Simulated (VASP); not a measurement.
A convergence study with VASP on BaS (rock salt): one setting is varied, all else stays as given below, so the limit is that of these other settings.

```xyz
2
Lattice="0.0000 3.1950 3.1950 3.1950 0.0000 3.1950 3.1950 3.1950 0.0000" Properties=species:S:1:pos:R:3 pbc="T T T"
Ba     0.0000     0.0000     0.0000
S      3.1950     3.1950     3.1950
```

Computed with PBE GGA, VASP's PBE PAW potentials (set 64) (plane waves; VASP 6.6.1). The tightest run used: 550 eV cut-off, 16×16×16 Γ-centred mesh, Gaussian smearing of 0.050 eV, potentials Ba_sv S.

**Question.** The settings run are 1×1×1 mesh; 2×2×2 mesh; 3×3×3 mesh; 4×4×4 mesh; 5×5×5 mesh; 6×6×6 mesh; 7×7×7 mesh; 8×8×8 mesh; 9×9×9 mesh; 10×10×10 mesh; 11×11×11 mesh; 12×12×12 mesh; 13×13×13 mesh; 14×14×14 mesh; 15×15×15 mesh; 16×16×16 mesh. From which on does the energy per atom stay within 0.002 eV/atom of the tightest run?

**Answer.** From 5×5×5 mesh on: it is off by 0.0005 there and by no more than 0.002 in any finer run, while 4×4×4 mesh is off by 0.0025.
```tsv
setting	E (eV/atom)	pressure (GPa)	irreducible k-points	difference judged (eV/atom)
1×1×1 mesh	-2.0241	18.97	1	3.0687
2×2×2 mesh	-4.9444	2.69	3	0.1484
3×3×3 mesh	-5.0765	1.60	4	0.0163
4×4×4 mesh	-5.0903	1.42	8	0.0025
5×5×5 mesh	-5.0924	1.39	10	0.0005
6×6×6 mesh	-5.0927	1.38	16	0.0001
7×7×7 mesh	-5.0928	1.37	20	0.0000
8×8×8 mesh	-5.0928	1.37	29	0.0000
9×9×9 mesh	-5.0928	1.38	35	0.0000
10×10×10 mesh	-5.0928	1.37	47	0.0000
11×11×11 mesh	-5.0928	1.37	56	0.0000
12×12×12 mesh	-5.0928	1.37	72	0.0000
13×13×13 mesh	-5.0928	1.37	84	0.0000
14×14×14 mesh	-5.0928	1.37	104	0.0000
15×15×15 mesh	-5.0928	1.37	120	0.0000
16×16×16 mesh	-5.0928	1.37	145	0.0000
```

Left out are rungs that failed or repeat a setting and relaxations that didn't move; long series are thinned to 24 rows.

The compound is BaS in the rock salt structure. The cell was not relaxed at this level.
